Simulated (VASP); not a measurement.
Calculation: PBE GGA, VASP's PBE PAW potentials (set 64) (plane waves; VASP 6.6.1).

VASP ran on this input.

**INCAR**
```
# general
SYSTEM  = CsPbCl3
PREC    = Accurate
ENCUT   = 400
LREAL   = .FALSE.
LASPH   = .TRUE.

# electronic loop
EDIFF   = 1E-7
NELM    = 100
ALGO    = Normal
LMAXMIX = 4

# smearing
ISMEAR  = -5

# functional
GGA     = PE

# ions
ISIF    = 2

# output
LWAVE   = .FALSE.
LCHARG  = .TRUE.
LORBIT  = 11
NEDOS   = 601

# other
LEFG    = .TRUE.
```

POSCAR:
```
CsPbCl3
1
    5.7308003804    -0.0000000000     0.0000000000
    0.0000000000     5.7308003804     0.0000000000
   -0.0000000000    -0.0000000000     5.7308003804
Cs Pb Cl
1 1 3
Direct
  0.0000000000   0.0000000000   0.0000000000
  0.5000000000   0.5000000000   0.5000000000
  0.5000000000   0.0000000000   0.5000000000
  0.0000000000   0.5000000000   0.5000000000
  0.5000000000   0.5000000000   0.0000000000
```

KPOINTS:
```
kpoints
0
gamma
5 5 5
```

POTCAR, in this order: Cs_sv Pb_d Cl (PBE.64 set). Program: vasp_std.

The resulting files:

OSZICAR:
```
       N       E                     dE             d eps       ncg     rms          rms(c)
DAV:   1     0.382066223640E+03    0.38207E+03   -0.17012E+04   520   0.126E+03
DAV:   2     0.260942643267E+02   -0.35597E+03   -0.34962E+03   674   0.322E+02
DAV:   3    -0.169547426346E+02   -0.43049E+02   -0.42784E+02   622   0.121E+02
DAV:   4    -0.184910941554E+02   -0.15364E+01   -0.15329E+01   696   0.307E+01
DAV:   5    -0.185413698459E+02   -0.50276E-01   -0.50253E-01   682   0.440E+00    0.491E+00
DAV:   6    -0.176031250127E+02    0.93824E+00   -0.19904E+00   736   0.160E+01    0.326E+00
DAV:   7    -0.175576652575E+02    0.45460E-01   -0.72219E-01   766   0.501E+00    0.187E+00
DAV:   8    -0.175727761375E+02   -0.15111E-01   -0.98597E-02   726   0.264E+00    0.323E-01
DAV:   9    -0.175696663737E+02    0.31098E-02   -0.30089E-02   798   0.134E+00    0.142E-01
DAV:  10    -0.175703659693E+02   -0.69960E-03   -0.29348E-03   660   0.361E-01    0.384E-02
DAV:  11    -0.175704495347E+02   -0.83565E-04   -0.21852E-04   670   0.113E-01    0.113E-02
DAV:  12    -0.175704526318E+02   -0.30971E-05   -0.33019E-05   666   0.663E-02    0.810E-03
DAV:  13    -0.175704514809E+02    0.11508E-05   -0.48074E-06   750   0.120E-02    0.230E-03
DAV:  14    -0.175704515406E+02   -0.59660E-07   -0.86227E-07   612   0.884E-03
   1 F= -.17570452E+02 E0= -.17570452E+02  d E =0.000000E+00
```

File OUTCAR:
```
------------------------ aborting loop because EDIFF is reached ----------------------------------------
  FORCE on cell =-STRESS in cart. coord.  units (eV):
  Direction    XX          YY          ZZ          XY          YZ          ZX
  --------------------------------------------------------------------------------------
  Total       -0.0300520     -0.0300520     -0.0300520      0.0000000      0.0000000      0.0000000
  in kB       -0.2558225     -0.2558225     -0.2558225      0.0000000      0.0000000      0.0000000
  external PRESSURE =      -0.2558225 kB  Pullay stress =       0.0000000 kB
  volume of cell :      188.21
      direct lattice vectors                 reciprocal lattice vectors
     5.730800380  0.000000000  0.000000000     0.174495696  0.000000000  0.000000000
     0.000000000  5.730800380  0.000000000     0.000000000  0.174495696  0.000000000
     0.000000000  0.000000000  5.730800380     0.000000000  0.000000000  0.174495696
 POSITION                                       TOTAL-FORCE (eV/Angst)
 -----------------------------------------------------------------------------------
      0.00000      0.00000      0.00000         0.000000      0.000000      0.000000
      2.86540      2.86540      2.86540         0.000000      0.000000      0.000000
      2.86540      0.00000      2.86540         0.000000      0.000000      0.000000
      0.00000      2.86540      2.86540         0.000000      0.000000      0.000000
      2.86540      2.86540      0.00000         0.000000      0.000000      0.000000
 -----------------------------------------------------------------------------------
    total drift:                                0.000000      0.000000     -0.000000
  FREE ENERGIE OF THE ION-ELECTRON SYSTEM (eV)
  ---------------------------------------------------
  free  energy   TOTEN  =       -17.5704515406 eV

  energy  without entropy=      -17.5704515406  energy(sigma->0) =      -17.57045154

 total charge

# of ion       s       p       d       tot
------------------------------------------
    1        1.838   4.714   0.009   6.561
    2        1.515   0.408   9.853  11.776
    3        1.599   3.520   0.000   5.119
    4        1.599   3.520   0.000   5.119
    5        1.599   3.520   0.000   5.119
--------------------------------------------------
tot          8.150  15.681   9.862  33.693
```
(Selected blocks of OUTCAR.)

The compound is CsPbCl3 in the cubic perovskite structure, the ideal cubic form; the compound distorts at low or room temperature. It was relaxed first, which changed the volume by +7 %.
